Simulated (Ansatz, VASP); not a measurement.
## ZnO (zincite): VASP beside Ansatz

Wanted: the spread between two codes on one cell, functional and k mesh. The structure shown is the end of the Ansatz relaxation below.

Calculated with Ansatz 0.2.0; plane waves, with VASP 6.6.1 beside it; single point at PBE.

### 1. Starting point

The structure is hexagonal, space group P6_3mc (No. 186). The conventional cell has a = 3.323 Å, b = 3.323 Å, c = 5.365 Å, α = 90.00°, β = 90.00°, γ = 120.00°. O has 4 Zn at 2.03 Å nearest. Nearest to Zn lie 4 O at 2.03 Å. Farther neighbours and most contacts between anions are not listed.

Coordinates:

```cif
data_structure
_symmetry_space_group_name_H-M 'P6_3mc'
_symmetry_Int_Tables_number 186
_cell_length_a 3.3227
_cell_length_b 3.3227
_cell_length_c 5.3651
_cell_angle_alpha 90.000
_cell_angle_beta 90.000
_cell_angle_gamma 120.000
_cell_volume 51.30
loop_
_atom_site_label
_atom_site_type_symbol
_atom_site_symmetry_multiplicity
_atom_site_Wyckoff_symbol
_atom_site_fract_x
_atom_site_fract_y
_atom_site_fract_z
_atom_site_occupancy
O1 O 2 b 0.66667 0.33333 0.37902 1
Zn1 Zn 2 b 0.33333 0.66667 0.49999 1
```

### 2. Ansatz: relaxation, PBE

Ansatz runs on its PAW soft_1 files.

This run makes the geometry at which the two programs are then compared.

Input file input.yaml:

```yaml
crystal:
  lattice:
    - [3.3229131758, 0.0, 0.0]
    - [-1.6614565879, 2.8777272248, 0.0]
    - [0.0, 0.0, 5.3644813785]
  atoms:
    - { symbol: O, position: [0.6666666667, 0.3333333333, 0.3790301662] }
    - { symbol: O, position: [0.3333333333, 0.6666666667, 0.8790301662] }
    - { symbol: Zn, position: [0.3333333333, 0.6666666667, 0.4999798338] }
    - { symbol: Zn, position: [0.6666666667, 0.3333333333, -2.01662e-05] }
kpoints:
  mp_grid: { grid: [15, 15, 10] }
hamiltonian:
  xc: pbe
  pseudopotentials: { kind: paw, azcp: { folder: soft_1 } }
scf:
  occupations: { method: gaussian, width: 0.02 }
output:
  forces: true
  stress: true
  eigenvalues: true
relax:
  adjacent_minimum: "off"
  f_tol: 0.001
  max_steps: 60
  cell: { stress_tol: 0.01, fix: [volume] }
```

On the command line:

```sh
> ansatz run input.yaml --threads 4 --pin off --max-ram 16384MiB --backend cpu --events-out ev --progress --plain --runs-dir out
```

Numbers of over 12 decimals in the logs are rounded to 6 here.

Output:

```text
Engine: ansatz 0.2.0, aarch64-unknown-linux-gnu
Pseudopotentials: kind: paw
Pseudopotential: O, paw, valence charge 6, recommended cutoff 420 eV (normal), soft_1/O.paw.azcp
Pseudopotential: Zn, paw, valence charge 12, recommended cutoff 420 eV (normal), soft_1/Zn.paw.azcp
Functional definition: PBE
  parameter kappa = 0.804
  parameter beta = 0.066725
  exchange = pbe_x(kappa = kappa, mu = beta*pi^2/3)
  correlation = pbe_c(beta = beta)
Crystal: 4 atoms, lattice volume = 51.298 Å³
Basis set: ecut = 420 eV, 1001 PW (Γ), exchange–correlation on 48×48×72 points (8 copies of the dense FFT grid, shifted against one another)
Bands: 22, of which v1, the nominal top of the filled ones, is band 18 counted from 1 (17 counted from 0)
Symmetry: 12 space group operations
Space group: P63mc (ITA 186), of the structure as read, at distance tolerance 3.7e-5 Å
k-points: 162 of 2250 (time reversal used)
Non-local potential: O, projectors of the file, l = 0: 2, l = 1: 2, l = 2: 1
Non-local potential: Zn, projectors of the file, l = 0: 2, l = 1: 2, l = 2: 3, l = 3: 1
PAW form: soft (Blöchl's): semilocal exchange-correlation on the pseudo side does not see the compensation charge
PAW one-centre angular grid: O, 110 points (default); XC on 64 Gauss nodes
PAW one-centre angular grid: Zn, 590 points (default); XC on 64 Gauss nodes
Initial density: superposition of atomic densities (chi_scale 0.1, normalization cell, long waves kept (reshape's long-wave potential 0.00 eV rms))
Initial wavefunctions: pseudopotential atomic-orbital guess
Functional: x = pbe(κ = 0.804, μ = 0.219515), c = pbe(β = 0.066725)
SCF iter   1: F=—  HF=-7774.629368 eV  |F-HF|=—  |Δ(HF+E_count)|=         —  Δρ=1.07e-1  dr2=3.12e0  ethr=3.10e-3  ⟨swp⟩=6.1  Hψ=17399  notcnv=0
preconditioner: auto → Resta (q_TF=auto, 2.572 Å⁻¹)  ε∞=6.4  [insulator: Δε(μ)=0.967 eV  Ē_g=13.405 eV  σ=0.020 eV  W_gap=1.00  n_scr=22 (ndim 8)  ℏωp=31.1 eV  f_vac=0.003  D(μ)=0.00/eV (n_scr^D=0)  ε∞_Penn≈6.4]
SCF iter   2: F=—  HF=-7773.766698 eV  |F-HF|=—  |Δ(HF+E_count)|=   8.63e-1  Δρ=2.26e-2  dr2=2.02e-1  ethr=3.10e-3  ⟨swp⟩=2.2  Hψ=8138  notcnv=0
SCF iter   3: F=—  HF=-7773.668582 eV  |F-HF|=—  |Δ(HF+E_count)|=   9.81e-2  Δρ=1.70e-2  dr2=1.32e-1  ethr=5.62e-4  ⟨swp⟩=2.0  Hψ=8100  notcnv=0
SCF iter   4: F=—  HF=-7773.664481 eV  |F-HF|=—  |Δ(HF+E_count)|=   4.10e-3  Δρ=7.22e-3  dr2=1.75e-2  ethr=3.66e-4  ⟨swp⟩=2.0  Hψ=6804  notcnv=0
SCF iter   5: F=—  HF=-7773.673630 eV  |F-HF|=—  |Δ(HF+E_count)|=   9.15e-3  Δρ=1.70e-3  dr2=2.13e-3  ethr=4.87e-5  ⟨swp⟩=2.0  Hψ=8086  notcnv=0
SCF iter   6: F=—  HF=-7773.674190 eV  |F-HF|=—  |Δ(HF+E_count)|=   5.60e-4  Δρ=7.75e-4  dr2=2.15e-4  ethr=5.92e-6  ⟨swp⟩=2.1  Hψ=6763  notcnv=0
SCF iter   7: F=—  HF=-7773.674398 eV  |F-HF|=—  |Δ(HF+E_count)|=   2.08e-4  Δρ=1.79e-4  dr2=8.81e-6  ethr=5.97e-7  ⟨swp⟩=2.0  Hψ=6664  notcnv=0
SCF iter   8: F=—  HF=-7773.674492 eV  |F-HF|=—  |Δ(HF+E_count)|=   9.31e-5  Δρ=2.86e-5  dr2=4.98e-7  ethr=2.45e-8  ⟨swp⟩=2.0  Hψ=6066  notcnv=0
SCF iter   9: F=-7773.674492 eV  HF=-7773.674492 eV  |F-HF|=1.87e-8  |Δ(HF+E_count)|=   8.79e-7  Δρ=4.75e-6  dr2=1.45e-8  ethr=2.78e-10  ⟨swp⟩=6.9  Hψ=18266  notcnv=0
SCF 1 converged in 9 iterations: F = -7773.674492 eV  dr2 = 1.45e-8
  greatest PAW one-centre occupation: 0.987 electrons in one spin orbital (limit 2), on the Zn atom at site 3 (counted from 0), in its partial waves of l = 2
relax step   1: F+E_penalty+E_count = -7773.67449242 eV  Δ(F+E_penalty+E_count) = +0.000e0 eV  max|allowed force component| = 1.001e-3 eV/Å  Δτ_max = 0.0000 Å  P = -4.646 GPa  Ω = 51.298 Å³  fix = [volume]  reactions: volume -4.646 GPa  (9 SCF iters, dr2 threshold 1.00e-7 eV, accepted)
[...]
relax step   2: F+E_penalty+E_count = -7773.67449277 eV  Δ(F+E_penalty+E_count) = -3.550e-7 eV  max|allowed force component| = 7.776e-4 eV/Å  Δτ_max = 0.0000 Å  P = -4.646 GPa  Ω = 51.298 Å³  fix = [volume]  reactions: volume -4.646 GPa  (4 SCF iters, dr2 threshold 9.52e-10 eV, accepted)
[...]
relax step   3: F+E_penalty+E_count = -7773.67449292 eV  Δ(F+E_penalty+E_count) = -1.466e-7 eV  max|allowed force component| = 3.598e-4 eV/Å  Δτ_max = 0.0000 Å  P = -4.646 GPa  Ω = 51.298 Å³  fix = [volume]  reactions: volume -4.646 GPa  (4 SCF iters, dr2 threshold 2.69e-10 eV, accepted)
[...]
relax step   4: F+E_penalty+E_count = -7773.67449716 eV  Δ(F+E_penalty+E_count) = -4.236e-6 eV  max|allowed force component| = 3.556e-4 eV/Å  Δτ_max = 0.0000 Å  P = -4.646 GPa  Ω = 51.298 Å³  fix = [volume]  reactions: volume -4.646 GPa  stress off target by 8.76e-5 GPa on what of the cell is left free  SCF on the basis re-selected at this cell (its energy is not comparable with the rows above)  (7 SCF iters)
basis re-selected at this cell: Δ(F+E_penalty+E_count) = -4.236e-6 eV, ΔP = -0.000 GPa vs the last step (what re-selecting the basis moved, of the pressure what is left beyond the Pulay correction that the steps carried, after the strain that the cell walked since its last selection, with what the two solves' SCF thresholds leave and, on support functions, any second-order correction that the steps lacked; it is no m [...]
SCF converged after 7 iterations
Free energy (F): -7773.674497 eV
Harris-Foulkes:  -7773.674497 eV  (|F-HF|=3.64e-12)
Internal energy: -7773.674497 eV  (E = F + TS)
E sigma→0 (E₀):  -7773.674497 eV
Fermi energy:    6.451611 eV
--- Per-component energies (eV) ---
  E_band       = 33.390793
  E_kinetic    = 625.659351
  E_local      = -4551.775327  (includes V_loc(G=0)·N_el)
  E_nonlocal   = 1755.334194
  E_hartree    = 1709.680376
  E_xc         = -297.050082
  E_vxc        = -280.804000  (∫ρ·V_xc dr)
  E_paw        = -4125.724440  (= ΣΔE_a)
  E_vpaw       = -934.385059  (= ΣTr[D̂ρ^β])
  E_aug_tail   = 0.000914  (compensation charges beyond the density's cutoff)
  E_ewald      = -2889.799484
  E_smearing   = -0.000000  (= −TS)
  E_closure    = -0.000000  (closes the sum)
  Σ components = -7773.674497   (vs F -7773.674497, Δ=0.00e0)
--- Forces (eV/Å), atoms counted from 1 ---
  atom   1  O      0.00000000    -0.00000000     0.00035368
  atom   2  O      0.00000000     0.00000000     0.00035368
  atom   3  Zn     0.00000000    -0.00000000    -0.00035742
  atom   4  Zn     0.00000000     0.00000000    -0.00035742
  max |Σ_I F_I| component: 7.47e-6 eV/Å
--- Stress (GPa, compression-positive) ---
       -4.646122      -0.000000      -0.000000
        0.000000      -4.646122       0.000000
       -0.000000       0.000000      -4.645991
  P = ⅓ Tr σ = -4.6461 GPa (-46.461 kbar)
--- Band table (eV; the first three rows and the last of 162) ---
  k-point 0: bands = [... 14 lower, 5.4032, 6.0418, 6.1104, 6.1104, 6.7924, 11.0699, 14.0496, 18.6623]
  k-point 1: bands = [... 14 lower, 5.4208, 5.7681, 6.0934, 6.0934, 7.0952, 10.9872, 14.1245, 18.6640]
  k-point 2: bands = [... 14 lower, 5.4721, 5.4721, 6.0443, 6.0443, 7.6293, 10.7498, 14.3467, 18.4630]
  k-point 161: bands = [... 14 lower, 3.6511, 3.6511, 4.9981, 4.9981, 13.6746, 13.6746, 14.0080, 14.0080]
--- Relaxed structure (3 steps of the walk, 3 accepted, 1 SCFs on fresh bases) ---
  F+E_penalty+E_count = -7773.67449716 eV   max|allowed force component| = 3.556e-4 eV/Å   (the final SCF, on the basis selected at the relaxed cell)
  cell:  # Å, volume = 51.2975 Å³
    - [3.322722, 0.0, 0]
    - [-1.661361, 2.877561, 0]
    - [0, 0, 5.365100]
  atoms:
    - { symbol: O, position: [0.666667, 0.333333, 0.379024] }
    - { symbol: O, position: [0.333333, 0.666667, 0.879024] }
    - { symbol: Zn, position: [0.333333, 0.666667, 0.499986] }
    - { symbol: Zn, position: [0.666667, 0.333333, -1.4292337732465493e-5] }
```

### 3. VASP: single point, PBE, pair 1

The same cell, functional, mesh and smearing now go to VASP, with its own data sets.

Lines of VASP's logs that name or quote its potential files are left out, and so is its time.

Input file INCAR:

```
SYSTEM = ZnO
PREC = Accurate
ENCUT = 600
EDIFF = 1E-06
NELM = 120
ISMEAR = 0
SIGMA = 0.02
LREAL = .FALSE.
ALGO = Normal
GGA = PE
NBANDS = 24
LORBIT = 11
LWAVE = .FALSE.
LCHARG = .FALSE.
ISIF = 2
LASPH = .TRUE.
GGA_COMPAT = .FALSE.
EFERMI = MIDGAP
KPAR = 2
```

Input file POSCAR:

```
ZnO
1.0
    3.3227216754      0.0000000000      0.0000000000
   -1.6613608377      2.8775613806      0.0000000000
    0.0000000000      0.0000000000      5.3650997450
O Zn
2 2
Direct
    0.6666666667      0.3333333333      0.3790242923
    0.3333333333      0.6666666667      0.8790242923
    0.3333333333      0.6666666667      0.4999857077
    0.6666666667      0.3333333333      0.9999857077
```

Input file KPOINTS:

```
Automatic mesh
0
Gamma
15 15 10
0 0 0
```

The projector-augmented-wave data sets are O and Zn (PBE family, release 64).

On the command line:

```sh
> mpirun -np 2 vasp_std
```

Output:

```text
[banner, memory and clock lines left out]
running    2 mpi-ranks, on    1 nodes
 distrk:  each k-point on    1 cores,    2 groups
 distr:  one band on    1 cores,    1 groups

 POSCAR found type information on POSCAR O Zn
 POSCAR found :  2 types and       4 ions
 LDA part: xc-table for (Slater+PW92), standard interpolation
 POSCAR, INCAR and KPOINTS ok, starting setup
 FFT: planning ... GRIDC
 FFT: planning ... GRID_SOFT
 FFT: planning ... GRID
 WAVECAR not read
 entering main loop
       N       E                     dE             d eps       ncg     rms          rms(c)
DAV:   1     0.300951849909E+03    0.30095E+03   -0.20240E+04  7824   0.235E+03
DAV:   2     0.953916343944E+01   -0.29141E+03   -0.27582E+03  8600   0.447E+02
DAV:   3    -0.205848177424E+02   -0.30124E+02   -0.29884E+02  8760   0.147E+02
DAV:   4    -0.210980385269E+02   -0.51322E+00   -0.51284E+00  9088   0.203E+01
DAV:   5    -0.211013186002E+02   -0.32801E-02   -0.32800E-02  8824   0.153E+00    0.134E+01
DAV:   6    -0.177232248896E+02    0.33781E+01   -0.95355E+00 13664   0.695E+01    0.802E+00
DAV:   7    -0.178835507392E+02   -0.16033E+00   -0.27271E+00  8368   0.185E+01    0.481E+00
DAV:   8    -0.178966668905E+02   -0.13116E-01   -0.66266E-01 10480   0.780E+00    0.166E+00
DAV:   9    -0.178436173140E+02    0.53050E-01   -0.13535E-01 11648   0.699E+00    0.315E-01
DAV:  10    -0.178462349861E+02   -0.26177E-02   -0.40085E-02  7944   0.153E+00    0.128E-01
DAV:  11    -0.178463374102E+02   -0.10242E-03   -0.83346E-04  9408   0.594E-01    0.637E-02
DAV:  12    -0.178463224752E+02    0.14935E-04   -0.26236E-04 11200   0.449E-01    0.183E-02
DAV:  13    -0.178463399593E+02   -0.17484E-04   -0.54308E-05  8808   0.897E-02    0.205E-02
DAV:  14    -0.178463343995E+02    0.55598E-05   -0.17900E-05  9464   0.380E-02    0.321E-03
DAV:  15    -0.178463341086E+02    0.29087E-06   -0.17871E-06  6016   0.132E-02
   1 F= -.17846334E+02 E0= -.17846334E+02  d E =-.582525-126
```

From OUTCAR (step 3):

```text
ion  position               nearest neighbor table
   1  0.667  0.333  0.379-   3 2.03   3 2.03   3 2.03   4 2.03
   2  0.333  0.667  0.879-   4 2.03   4 2.03   4 2.03   3 2.03
   3  0.333  0.667  0.500-   1 2.03   1 2.03   1 2.03   2 2.03
   4  0.667  0.333  1.000-   2 2.03   2 2.03   2 2.03   1 2.03

  LATTYP: Found a hexagonal cell.
 ALAT       =     3.3227216754
 C/A-ratio  =     1.6146702219

 Subroutine GETGRP returns: Found 12 space group operations
 (whereof  6 operations were pure point group operations)

The static configuration has the point symmetry C_3v.
 The point group associated with its full space group is C_6v.

 Found    162 irreducible k-points:

   k-points           NKPTS =    162   k-points in BZ     NKDIM =    162   number of bands    NBANDS=     24

   dimension x,y,z NGX =    28 NGY =   28 NGZ =   48
   dimension x,y,z NGXF=    56 NGYF=   56 NGZF=   96

   ENCUT  =  600.0 eV  44.10 Ry    6.64 a.u.   6.64  6.64 10.72*2*pi/ulx,y,z

   NELECT =      36.0000    total number of electrons

 k-points in reciprocal lattice and weights: Automatic mesh
   0.00000000  0.00000000  0.00000000       0.000
   0.06666667  0.00000000  0.00000000       0.003
   0.13333333 -0.00000000  0.00000000       0.003
   0.20000000 -0.00000000  0.00000000       0.003
   0.26666667 -0.00000000  0.00000000       0.003
   0.33333333  0.00000000  0.00000000       0.003
   0.40000000 -0.00000000  0.00000000       0.003
   0.46666667 -0.00000000  0.00000000       0.003
   0.06666667  0.06666667  0.00000000       0.003
[...]
0.33333333  0.26666667  0.50000000       0.005
   0.33333333  0.33333333  0.50000000       0.001

 average (electrostatic) potential at core
       1 -73.5595       2 -73.5595       3 -36.3713       4 -36.3713

 E-fermi :   0.8925

 k-point     1 :       0.0000    0.0000    0.0000
  band No.  band energies     occupation
    ...
     14      -0.1508      2.00000
     15      -0.1508      2.00000
     16       0.4906      2.00000
     17       0.5581      2.00000
     18       0.5581      2.00000
     19       1.2269      0.00000
     20       5.5024      0.00000
     21       8.4942      0.00000
     22      13.0847      0.00000
     23      13.0847      0.00000
    ...

 k-point     2 :       0.0667    0.0000    0.0000
  band No.  band energies     occupation
    ...
     14      -0.3088      2.00000
     15      -0.2056      2.00000
     16       0.1903      2.00000
     17       0.4650      2.00000
     18       0.5292      2.00000
     19       1.6472      0.00000
     20       5.6837      0.00000
     21       8.4983      0.00000
     22      12.5960      0.00000
     23      13.1200      0.00000
    ...

 k-point     3 :       0.1333   -0.0000    0.0000
  band No.  band energies     occupation
    ...
     14      -0.7453      2.00000
     15      -0.3598      2.00000
     16      -0.3120      2.00000
     17       0.3838      2.00000
     18       0.4456      2.00000
     19       2.3264      0.00000
     20       6.1569      0.00000
     21       8.5096      0.00000
     22      11.6209      0.00000
     23      13.0913      0.00000
    ...

  Total       -1.3050532     -1.3050532     -1.3100796      0.0000000     -0.0000000      0.0000000
  in kB      -40.7607747    -40.7607747    -40.9177650      0.0000000     -0.0000000      0.0000000
  external PRESSURE =     -40.8131048 kB  Pullay stress =       0.0000000 kB

  energy-cutoff  :      600.00
  volume of cell :       51.30
      direct lattice vectors                 reciprocal lattice vectors
     3.322721675  0.000000000  0.000000000     0.300958099  0.173758240  0.000000000
    -1.661360838  2.877561381  0.000000000     0.000000000  0.347516479  0.000000000
     0.000000000  0.000000000  5.365099745     0.000000000  0.000000000  0.186389825

 POSITION                                       TOTAL-FORCE (eV/Angst)
 -----------------------------------------------------------------------------------
      1.66136      0.95919      2.03350         0.000000     -0.000000     -0.000438
     -0.00000      1.91837      4.71605         0.000000      0.000000     -0.000438
     -0.00000      1.91837      2.68247        -0.000000     -0.000000      0.000438
      1.66136      0.95919      5.36502         0.000000     -0.000000      0.000438
 -----------------------------------------------------------------------------------
    total drift:                               -0.000000      0.000000      0.000475

  FREE ENERGIE OF THE ION-ELECTRON SYSTEM (eV)
  ---------------------------------------------------
  free  energy   TOTEN  =       -17.8463341086 eV

  energy  without entropy=      -17.8463341086  energy(sigma->0) =      -17.84633411

 total charge
# of ion       s       p       d       tot
------------------------------------------
    1        1.547   3.420   0.000   4.967
    2        1.547   3.420   0.000   4.967
    3        0.439   0.426   9.880  10.745
    4        0.439   0.426   9.880  10.745
--------------------------------------------------
tot          3.972   7.692  19.760  31.425

[... 3 further parts left out ...]
```

The run ends at a pressure of -4.08 GPa, with forces up to 4.4e-4 eV/Å.

[end of part 1 of 2]

[Lines on the potential files, build, host, timing and source positions are cut from VASP's logs without a mark.]

[Logs are printed without paths, hosts, clocks, repeated set-up lines and the standing remarks that a program may print on its own settings, such as how far it seeks lower states.]

[Hosts, paths, dates, database ids (printed as entryN), source tags and the programs' standing remarks are cut or masked in the printed files.]
